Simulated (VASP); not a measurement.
Calculation: LDA (Ceperley-Alder, Perdew-Zunger), VASP's LDA PAW potentials (set 64) (plane waves; VASP).

The input files of a VASP run:

POSCAR:
```
AuAl2
1
   -0.0000000000     2.9427420106     2.9427420106
    2.9427420106     0.0000000000     2.9427420106
    2.9427420106     2.9427420106     0.0000000000
Al Au
2 1
Direct
  0.2500000000   0.2500000000   0.2500000000
  0.7500000000   0.7500000000   0.7500000000
  0.0000000000   0.0000000000   0.0000000000
```

### INCAR
```
ALGO=Normal
EDIFF=1E-6
EDIFFG=-0.02
ENCUT=500
IBRION=2
ISIF=3
ISMEAR=1
LASPH=T
LCHARG=F
LMAXMIX=6
LREAL=F
LWAVE=F
NELM=100
NSW=40
PREC=Accurate
PSTRESS=50
SIGMA=0.1
SYSTEM=AuAl2
```

### KPOINTS
```
Automatic mesh
0
Gamma
9 9 9
0 0 0
```

POTCAR, in this order: Al Au (LDA.64 set). Program: vasp_std.

What VASP printed:

**OSZICAR**
```
       N       E                     dE             d eps       ncg     rms          rms(c)
DAV:   1     0.586377222974E+02    0.58638E+02   -0.71752E+03   856   0.115E+03
DAV:   2    -0.137484643532E+02   -0.72386E+02   -0.66781E+02   916   0.204E+02
DAV:   3    -0.156637708928E+02   -0.19153E+01   -0.18888E+01  1044   0.326E+01
DAV:   4    -0.156789996662E+02   -0.15229E-01   -0.15225E-01   972   0.337E+00
DAV:   5    -0.156791743661E+02   -0.17470E-03   -0.17469E-03  1076   0.376E-01    0.982E+00
DAV:   6    -0.143900304629E+02    0.12891E+01   -0.64848E+00   960   0.288E+01    0.396E+00
DAV:   7    -0.142981108174E+02    0.91920E-01   -0.27517E-01   920   0.622E+00    0.191E+00
DAV:   8    -0.142562085267E+02    0.41902E-01   -0.29044E-02   992   0.123E+00    0.408E-01
DAV:   9    -0.142547388329E+02    0.14697E-02   -0.29861E-03  1000   0.631E-01    0.213E-01
DAV:  10    -0.142547628483E+02   -0.24015E-04   -0.13822E-04   960   0.114E-01    0.394E-02
DAV:  11    -0.142547561954E+02    0.66528E-05   -0.68638E-06  1016   0.219E-02    0.123E-02
DAV:  12    -0.142547560777E+02    0.11775E-06   -0.69646E-07   548   0.942E-03
   1 F= -.12664211E+02 E0= -.12664190E+02  d E =-.126642E+02
```

File OUTCAR:
```
------------------------ aborting loop because EDIFF is reached ----------------------------------------
  FORCE on cell =-STRESS in cart. coord.  units (eV):
  Direction    XX          YY          ZZ          XY          YZ          ZX
  --------------------------------------------------------------------------------------
  Total        1.5806684      1.5806684      1.5806684      0.0000000     -0.0000000      0.0000000
  in kB       49.6895181     49.6895181     49.6895181      0.0000000     -0.0000000      0.0000000
  external PRESSURE =      -0.3104819 kB  Pullay stress =      50.0000000 kB
  volume of cell :       50.97
      direct lattice vectors                 reciprocal lattice vectors
     0.000000000  2.942742011  2.942742011    -0.169909560  0.169909560  0.169909560
     2.942742011  0.000000000  2.942742011     0.169909560 -0.169909560  0.169909560
     2.942742011  2.942742011  0.000000000     0.169909560  0.169909560 -0.169909560
 POSITION                                       TOTAL-FORCE (eV/Angst)
 -----------------------------------------------------------------------------------
      1.47137      1.47137      1.47137         0.000000      0.000000      0.000000
      4.41411      4.41411      4.41411        -0.000000     -0.000000     -0.000000
      0.00000      0.00000      0.00000         0.000000      0.000000      0.000000
 -----------------------------------------------------------------------------------
    total drift:                                0.000000     -0.000000     -0.000000
  FREE ENERGIE OF THE ION-ELECTRON SYSTEM (eV)
  ---------------------------------------------------
  free  energy   TOTEN  =       -14.2547560777 eV

  energy  without entropy=      -14.2546917617  energy(sigma->0) =      -14.25473464
  enthalpy is  TOTEN    =       -12.6642109872 eV   P V=        1.5905450905

 reached required accuracy - stopping structural energy minimisation
```
(Selected blocks of OUTCAR.)

OUTCAR:
```
 val. band max:        8.2305702999   @ k =  -0.3333   0.2222   0.0000

 cond. band min:       8.3370602754   @ k =   0.4444   0.2222   0.1111


 Fermi energy:         8.2893032307

 k-point     1 :       0.0000    0.0000    0.0000
  band No.  band energies     occupation
      1      -2.6894      2.00000
      2       1.3305      2.00000
      3       1.3305      2.00000
      4       1.3305      2.00000
      5       2.3594      2.00000
      6       2.3594      2.00000
      7      10.8155      0.00000
      8      11.2523      0.00000
      9      11.2523      0.00000
     10      11.2523      0.00000
     11      12.4645      0.00000
     12      12.4645      0.00000

 k-point     2 :       0.1111    0.0000    0.0000
  band No.  band energies     occupation
      1      -2.5205      2.00000
      2       1.2786      2.00000
      3       1.3737      2.00000
      4       1.3737      2.00000
      5       2.3503      2.00000
      6       2.3503      2.00000
      7       9.1961     -0.00000
      8      10.7021      0.00000
      9      10.7021      0.00000
     10      10.9969      0.00000
     11      13.0648      0.00000
     12      13.0648      0.00000

 k-point     3 :       0.2222    0.0000    0.0000
  band No.  band energies     occupation
      1      -2.0327      2.00000
      2       1.1694      2.00000
      3       1.4725      2.00000
      4       1.4725      2.00000
      5       2.3497      2.00000
      6       2.3497      2.00000
      7       6.7734      2.00000
      8       9.8637     -0.00000
      9       9.8637     -0.00000
     10      11.2657      0.00000
     11      12.9425      0.00000
     12      12.9425      0.00000

 k-point     4 :       0.3333    0.0000    0.0000
  band No.  band energies     occupation
      1      -1.3155      2.00000
      2       1.1347      2.00000
      3       1.5543      2.00000
      4       1.5543      2.00000
      5       2.4039      2.00000
      6       2.4039      2.00000
...
```

Unless said otherwise, spin-orbit coupling is left out, though it shifts the bands of the heavy elements here.

The compound is AuAl2 in the fluorite structure. It was relaxed first under an external pressure of 5 GPa. The electron count is odd and the run is not spin-polarised, which forces a metal.
